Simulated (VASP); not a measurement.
An input for Quantum ESPRESSO's pw.x (written as the equivalent of a VASP run, and not itself run):

```
&CONTROL
  calculation = 'vc-relax'
  pseudo_dir = './pseudo'
  outdir = './out'
  tprnfor = .true.
  tstress = .true.
  nstep = 60
  forc_conv_thr = 0.00039
/
&SYSTEM
  ibrav = 0
  nat = 1
  ntyp = 1
  ecutwfc = 74
  occupations = 'smearing'
  smearing = 'methfessel-paxton'
  degauss = 0.00735
  input_dft = 'pz'
/
&ELECTRONS
  conv_thr = 7.3e-08
  electron_maxstep = 100
/
&IONS
/
&CELL
/
ATOMIC_SPECIES
  Li 6.940 Li.upf
CELL_PARAMETERS angstrom
     0.0000000    2.1668300    2.1668300
     2.1668300    0.0000000    2.1668300
     2.1668300    2.1668300    0.0000000
ATOMIC_POSITIONS crystal
  Li   0.0000000  0.0000000  0.0000000
K_POINTS automatic
  13 13 13 0 0 0
```

Problem. Translate this input to VASP (INCAR, KPOINTS, POSCAR, choice of POTCAR).

Solution. One answer among several that fit: 
### INCAR
```
SYSTEM = Li
PREC = Accurate
ENCUT = 520
EDIFF = 1E-6
NELM = 100
ALGO = Normal
LREAL = .FALSE.
LASPH = .TRUE.
ISMEAR = 1
SIGMA = 0.1
LWAVE = .FALSE.
LCHARG = .FALSE.
IBRION = 2
ISIF = 3
NSW = 60
EDIFFG = -0.01
```

KPOINTS:
```
Automatic mesh
0
gamma
  13 13 13
```

POSCAR:
```
Li
1.0
  0.0000000000   2.1668300000   2.1668300000
  2.1668300000   0.0000000000   2.1668300000
  2.1668300000   2.1668300000   0.0000000000
Li
1
Cart
  0.0000000000   0.0000000000   0.0000000000
```

POTCAR, in this order: Li_sv (LDA.64 set). Program: vasp_std.

Limits of the translation: the potentials are each code's own (VASP's PAW set, PseudoDojo norm-conserving files in pw.x), so ENCUT and ecutwfc are chosen apart and not converted; conv_thr bounds pw.x's estimated SCF error, while EDIFF bounds the energy change between steps; forc_conv_thr acts on force components and is met together with etot_conv_thr.

The structure comes from a computed database's Li entry (Fm-3m); how it stands against other phases isn't given here. This run relaxes it. Symmetry was kept, so distortions that lower it aren't found.
